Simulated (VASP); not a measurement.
# ZnSe: energy against volume

ZnSe (zinc blende, F-43m, 23.569 Å³/atom and stress up to 0.15 GPa in the relaxed cell, cube axes along x, y and z) under an equal strain ε along all three axes. PBE in VASP (plane waves, PAW), 480 eV, 10×10×10 Γ-centred mesh, Gaussian smearing 0.05 eV; ions are relaxed, or left where forces stay under 0.02 eV/Å, within the symmetry of each cell.

Here V stands for volume and E for E less E0.

| volume (Å³/atom) | E less E0 (meV/atom) | pressure (GPa) |
|---|---|---|
| 22.1834 | 17.74 | 4.13 |
| 22.5247 | 10.10 | 3.03 |
| 22.8694 | 4.65 | 2.00 |
| 23.2177 | 1.33 | 1.04 |
| 23.5695 | 0.00 | 0.15 |
| 23.9248 | 0.58 | -0.68 |
| 24.2836 | 2.95 | -1.47 |
| 24.6461 | 7.03 | -2.18 |
| 25.0121 | 12.72 | -2.84 |
| 25.7550 | ? | ? |

Using the third-order Birch-Murnaghan form, a cubic in V^(-2/3), estimate the missing E at V = 25.7550 from the other rows, showing the fit.

With u = V^(-2/3) - 0.1217, the rows have u = 0.0049625, 0.0036797, 0.0024167, 0.0011723, -0.0000535, -0.0012608, -0.0024501, -0.0036223, -0.0047770. Least squares gives E = 0.023 + 363.8·u + 639371·u² + 1402812·u³. Residuals (row less fit): -0.005, 0.011, -0.006, 0.000, -0.005, 0.002, 0.001, 0.002, -0.002; standard error 0.007 (degrees of freedom: 5). Its minimum lies at u = -0.0002848, so V0 = (0.1214152)^(-3/2) = 23.64. There d²E/du² = 1276000 and d³E/du³ = 8417000, so B0 = (4/9) × 23.64^(-7/3) × 1276000 × 0.160218 = 56.7 GPa (the last factor turns the table's units into GPa), and B0' = 4 + (2/3) × 0.1214152 × (8417000)/1276000 = 4.5. B0' rests on the cubic coefficient alone and has a standard error of 0.1 from these residuals. At the withheld row, u = -0.0070364, so E = 0.023 + 363.8 × (-0.0070364) + 639371 × (-0.0070364)² + 1402812 × (-0.0070364)³ = 28.630 meV/atom. The calculation gives 28.58 meV/atom, 0.050 meV/atom below the prediction (0.2 % of the range of E in the table). The row lies outside the fitted rows, so this is an extrapolation. From the scatter of the fitted rows alone, a prediction at this place has a standard error of 0.028 meV/atom, so the miss is 1.8 times that.

Other structures, which can take over under pressure, weren't tried. The same form fitted to the pressure column gives B0' = 4.5; series where the two differ by over 0.4 aren't shown. Rows are the converged runs of the series near zero and its far end, less any whose ions stayed unrelaxed beside relaxed ones; series whose fitted rows scatter by over a few per cent of the range, as at a crossing or softening among them, aren't shown in this form.
